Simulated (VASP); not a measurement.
The input files of a VASP run:

**POSCAR**
```
Ga4P3Sb
5.6031540
  1.0000000074   0.0000000000   0.0000000000
  0.0000000000   1.0000000074   0.0000000000
  0.0000000000   0.0000000000   1.0000000074
Ga Sb P
4 1 3
Cartesian
  0.9875246691   0.9875246691   0.9875246691
  0.5124753420   0.5124753420   0.9875246691
  0.5124753420   0.9875246691   0.5124753420
  0.9875246691   0.5124753420   0.5124753420
  0.2500000019   0.2500000019   0.2500000019
  0.7500000056   0.7500000056   0.2500000019
  0.7500000056   0.2500000019   0.7500000056
  0.2500000019   0.7500000056   0.7500000056
```

**KPOINTS**
```
Automatic mesh
0
Gamma
5 5 5
0 0 0
```

### INCAR
```
SYSTEM = Ga4P3Sb
PREC = Accurate
ENCUT = 400
EDIFF = 1E-7
NELM = 100
ALGO = Normal
LREAL = .FALSE.
LASPH = .TRUE.
ISMEAR = -5
GGA = PS
LMAXMIX = 4
LWAVE = .FALSE.
LCHARG = .TRUE.
LORBIT = 11
NEDOS = 601
ISIF = 2
LEFG = .TRUE.
```

POTCAR, in this order: Ga_d Sb P (PBE.64 set). Program: vasp_std.

### Question
Write an equivalent input for Ansatz.

### Answer
One equivalent input (not run):
Ansatz 0.2 input:
```yaml
crystal:
  lattice:
    - [5.6031540, 0.0000000, 0.0000000]
    - [0.0000000, 5.6031540, 0.0000000]
    - [0.0000000, 0.0000000, 5.6031540]
  atoms:
    - { symbol: Ga, position: [0.9875247, 0.9875247, 0.9875247] }
    - { symbol: Ga, position: [0.5124753, 0.5124753, 0.9875247] }
    - { symbol: Ga, position: [0.5124753, 0.9875247, 0.5124753] }
    - { symbol: Ga, position: [0.9875247, 0.5124753, 0.5124753] }
    - { symbol: Sb, position: [0.2500000, 0.2500000, 0.2500000] }
    - { symbol: P, position: [0.7500000, 0.7500000, 0.2500000] }
    - { symbol: P, position: [0.7500000, 0.2500000, 0.7500000] }
    - { symbol: P, position: [0.2500000, 0.7500000, 0.7500000] }
kpoints:
  mp_grid: { grid: [5, 5, 5] }
hamiltonian:
  xc: pbesol
  pseudopotentials: { kind: paw }
scf:
  occupations: { method: tetrahedron }
  max_iter: 100
output: { forces: true, stress: true, eigenvalues: true }
```
What does not carry over: each code has its own PAW files, so the cut-off isn't converted (ENCUT is set for VASP's; basis.ecutwfc is left out, and Ansatz then takes the one that its files recommend); Ansatz stops its SCF on the density residual and VASP on the energy change (EDIFF); the field gradients of LEFG aren't asked of the other code.

The structure was generated: Ga4P3Sb was put into an ordered model structure (P-43m), which need not be its known phase. It was relaxed first.
